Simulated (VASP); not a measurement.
The system is Sr.

```
Sr
1.0
     0.00000    3.04235    3.04235
     3.04235    0.00000    3.04235
     3.04235    3.04235    0.00000
Sr
1
Direct
  0.00000 0.00000 0.00000
```

* Program: VASP 6.6.1
* Task: relaxation of cell and atoms
* Functional: PBE
* Dispersion: D3(BJ)
* Potentials or basis: VASP PAW PBE potentials, release 64 (Sr_sv)
* Cutoff: 600 eV
* k mesh: 12 × 12 × 12
* Occupations: methfessel-paxton, width 0.1 eV
* Spin: no spin polarisation

At the start: pressure -0.9 GPa; volume 56.32 Å³/atom.

**Question.** How do energy, volume and symmetry change on relaxing?

**Answer.** Over 3 steps the energy falls by 12.5 meV/atom and the volume is 51.84 Å³/atom (-7.9 %); space group Fm-3m (No. 225, to 0.05 Å).

The path:
| step | energy change (eV) | largest force (eV/Å) | pressure (GPa) | volume (Å³) |
| --- | --- | --- | --- | --- |
| 1 | 0.0000 | 0.0000 | -0.87 | 56.32 |
| 2 | -0.0100 | 0.0000 | -0.43 | 53.86 |
| 3 | -0.0125 | 0.0000 | 0.03 | 51.84 |

Final structure:
```
Sr
1.0
     0.00000    2.95951    2.95951
     2.95951    0.00000    2.95951
     2.95951    2.95951    0.00000
Sr
1
Cartesian
  0.0000 0.0000 0.0000
```

Caveat: pairwise dispersion overbinds metals, which lowers pressure and volume.
